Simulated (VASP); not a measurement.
Calculation: PBE GGA with spin-orbit coupling, VASP's PBE PAW potentials (set 64) (plane waves; VASP 6.6.1).

Input for VASP

File KPOINTS:
```
Automatic mesh
0
Gamma
8 8 8
0 0 0
```

### KPOINTS_OPT
```
k-points along high-symmetry lines
8
Line-mode
Reciprocal
  0.000000   0.000000   0.000000 ! GAMMA
  0.000000   0.500000   0.000000 ! X

  0.000000   0.500000   0.000000 ! X
  0.500000   0.500000   0.000000 ! M

  0.500000   0.500000   0.000000 ! M
  0.000000   0.000000   0.000000 ! GAMMA

  0.000000   0.000000   0.000000 ! GAMMA
  0.500000   0.500000   0.500000 ! R

  0.500000   0.500000   0.500000 ! R
  0.000000   0.500000   0.000000 ! X

  0.500000   0.500000   0.500000 ! R
  0.500000   0.500000   0.000000 ! M
```

POSCAR:
```
Ni3Si
1
    3.5035675767     0.0000000000     0.0000000000
    0.0000000000     3.5035675767     0.0000000000
    0.0000000000     0.0000000000     3.5035675767
Si Ni
1 3
Direct
  0.0000000000   0.0000000000   0.0000000000
  0.0000000000   0.5000000000   0.5000000000
  0.5000000000   0.0000000000   0.5000000000
  0.5000000000   0.5000000000   0.0000000000
```

**INCAR**
```
GGA_COMPAT  =  .FALSE.
LREAL  =  .FALSE.   # projection in real space or not
LASPH  =  .TRUE.
SIGMA  =  0.05   # width (eV)
LCHARG  =  .FALSE.
NELM  =  100   # most electronic steps
LSORBIT  =  .TRUE.
ISMEAR  =  0
LWAVE  =  .FALSE.
GGA  =  PE   # PBE
ENCUT  =  400   # plane-wave cut-off (eV)
EDIFF  =  1E-6   # SCF stop (eV)
PREC  =  Accurate
LMAXMIX  =  4
ALGO  =  Normal   # blocked Davidson
SYSTEM  =  Ni3Si
MAGMOM  =  12*0
```

POTCAR, in this order: Si Ni (PBE.64 set). Program: vasp_ncl.

Estimate the energy per atom (σ→0), band gap (over mesh and band path).

| Item | Result |
|---|---|
| energy per atom (σ→0) | -5.927 eV/atom |
| band gap (over mesh and band path) | none (metal, semimetal or under 0.01 eV) |

**OSZICAR**
```
...
DAV:  10    -0.237097696890E+02    0.15229E-02   -0.35924E-03  3544   0.501E-01    0.435E-01
DAV:  11    -0.237081984711E+02    0.15712E-02   -0.10676E-03  4234   0.345E-01    0.115E-01
DAV:  12    -0.237081818588E+02    0.16612E-04   -0.35228E-04  4268   0.169E-01    0.355E-02
DAV:  13    -0.237081724752E+02    0.93836E-05   -0.44698E-05  3408   0.727E-02    0.116E-02
DAV:  14    -0.237081726313E+02   -0.15609E-06   -0.43018E-06  2918   0.171E-02
   1 F= -.23708173E+02 E0= -.23707024E+02  d E =-.229802E-02  mag=     0.0000     0.0000    -0.0000
       N       E                     dE             ncg
       N       E                     dE             ncg
```

The compound is Ni3Si in the L1_2 structure. It was relaxed first.
